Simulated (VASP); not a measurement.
A convergence study with VASP on LiBr (rock salt): one setting is varied, all else stays as given below, so the limit is that of these other settings. ε∞ is the independent-particle value.

```yaml
crystal:
  lattice:
    - [0.00000, 2.75000, 2.75000]
    - [2.75000, 0.00000, 2.75000]
    - [2.75000, 2.75000, 0.00000]
  atoms:
    - { symbol: Li, position: [0.00000, 0.00000, 0.00000] }
    - { symbol: Br, position: [0.50000, 0.50000, 0.50000] }
```

Method: PBE GGA, VASP's PBE PAW potentials (set 64) (plane waves; VASP 6.6.1). The tightest run used: 700 eV cut-off, 7×7×7 Γ-centred mesh, Gaussian smearing of 0.050 eV, potentials Li_sv Br.

```
setting      mean ε∞  bands
-----------  -------  -----
NBANDS = 6      2.35      6
NBANDS = 7      2.94      7
NBANDS = 9      3.45      9
NBANDS = 13     3.68     13
```

Q: These are the cheaper rows. Estimate the results at NBANDS = 133, and how far the last row shown lies from them.

A: 
| quantity | tightest run | last row shown is off by |
|---|---|---|
| mean ε∞ | 3.74 | -0.06 |

Left out are rungs that failed or repeat a setting and relaxations that didn't move; long series are thinned to 24 rows.

The compound is LiBr in the rock salt structure. The cell was not relaxed at this level.
